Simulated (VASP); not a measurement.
Level of theory: PBE GGA with D3 dispersion (zero damping), VASP's PBE PAW potentials (set 64) (plane waves; VASP).

The input files of a VASP run:

File POSCAR:
```
PbSe
4.3629390
  0.0000000000   0.7071067307   0.7071067307
  0.7071067307   0.0000000000   0.7071067307
  0.7071067307   0.7071067307   0.0000000000
Pb Se
1 1
Direct
  0.0000000000   0.0000000000   0.0000000000
  0.5000000000   0.5000000000   0.5000000000
```

File KPOINTS:
```
k-points along high-symmetry lines
15
Line-mode
Reciprocal
  0.000000   0.000000   0.000000 ! GAMMA
  0.500000   0.000000   0.500000 ! X

  0.500000   0.000000   0.500000 ! X
  0.625000   0.250000   0.625000 ! U

  0.375000   0.375000   0.750000 ! K
  0.000000   0.000000   0.000000 ! GAMMA

  0.000000   0.000000   0.000000 ! GAMMA
  0.500000   0.500000   0.500000 ! L

  0.500000   0.500000   0.500000 ! L
  0.500000   0.250000   0.750000 ! W

  0.500000   0.250000   0.750000 ! W
  0.500000   0.000000   0.500000 ! X
```

### INCAR
```
SYSTEM = PbSe
PREC = Accurate; ENCUT = 520; LREAL = .FALSE.
LASPH = .TRUE.; ICHARG = 11
EDIFF = 1E-7; NELM = 100; ALGO = Normal
LMAXMIX = 4
ISMEAR = 0; SIGMA = 0.05
GGA = PE; IVDW = 11
LWAVE = .FALSE.; LCHARG = .FALSE.; LORBIT = 11
```

POTCAR, in this order: Pb_d Se (PBE.64 set). Program: vasp_std. Read from the step before: CHGCAR.

The resulting files:

**OSZICAR**
```
       N       E                     dE             d eps       ncg     rms          rms(c)
DAV:   1     0.158914735487E+03    0.15891E+03   -0.97532E+03  2520   0.146E+03
DAV:   2     0.356381463022E+01   -0.15535E+03   -0.15184E+03  2646   0.353E+02
DAV:   3    -0.846684689932E+01   -0.12031E+02   -0.11790E+02  3366   0.103E+02
DAV:   4    -0.875503052915E+01   -0.28818E+00   -0.28804E+00  2758   0.190E+01
DAV:   5    -0.876460813179E+01   -0.95776E-02   -0.95772E-02  3558   0.337E+00
DAV:   6    -0.876505878153E+01   -0.45065E-03   -0.45065E-03  3274   0.613E-01
DAV:   7    -0.876506219561E+01   -0.34141E-05   -0.34136E-05  3596   0.536E-02
DAV:   8    -0.876506225642E+01   -0.60811E-07   -0.60748E-07  3058   0.741E-03
   1 F= -.92336721E+01 E0= -.92336721E+01  d E =-.159440E-08
```

**OUTCAR**
```
 val. band max:        4.7586601467   @ k =   0.5000   0.5000   0.5000

 cond. band min:       5.1271056676   @ k =   0.5000   0.5000   0.5000



 k-point     1 :       0.0000    0.0000    0.0000
  band No.  band energies     occupation
      1     -12.0227      2.00000
      2     -12.0227      2.00000
      3     -12.0227      2.00000
      4     -12.0176      2.00000
      5     -12.0176      2.00000
      6      -8.6175      2.00000
      7      -1.5648      2.00000
      8       3.0062      2.00000
      9       3.0062      2.00000
     10       3.0062      2.00000
     11       9.4352      0.00000
     12       9.4352      0.00000
     13       9.4352      0.00000
     14      11.3445      0.00000

 k-point     2 :       0.0357    0.0000    0.0357
  band No.  band energies     occupation
      1     -12.0229      2.00000
      2     -12.0222      2.00000
      3     -12.0222      2.00000
      4     -12.0183      2.00000
      5     -12.0174      2.00000
      6      -8.6049      2.00000
      7      -1.6068      2.00000
      8       2.9872      2.00000
      9       2.9872      2.00000
     10       3.0819      2.00000
     11       9.1644      0.00000
     12       9.4125      0.00000
     13       9.4125      0.00000
     14      11.2191      0.00000

 k-point     3 :       0.0714    0.0000    0.0714
  band No.  band energies     occupation
      1     -12.0236      2.00000
      2     -12.0208      2.00000
      3     -12.0208      2.00000
      4     -12.0203      2.00000
      5     -12.0168      2.00000
      6      -8.5673      2.00000
      7      -1.7223      2.00000
      8       2.9318      2.00000
      9       2.9318      2.00000
     10       3.2925      2.00000
     11       8.5327      0.00000
     12       9.3620      0.00000
     13       9.3620      0.00000
     14      10.9334      0.00000

 k-point     4 :       0.1071    0.0000    0.1071
  band No.  band energies     occupation
      1     -12.0245      2.00000
...
```

The density is held fixed in this step, so its total energy and stress have no physical meaning. Unless said otherwise, spin-orbit coupling is left out, though it shifts the bands of the heavy elements here.

The compound is PbSe in the rock salt structure. It was relaxed first.
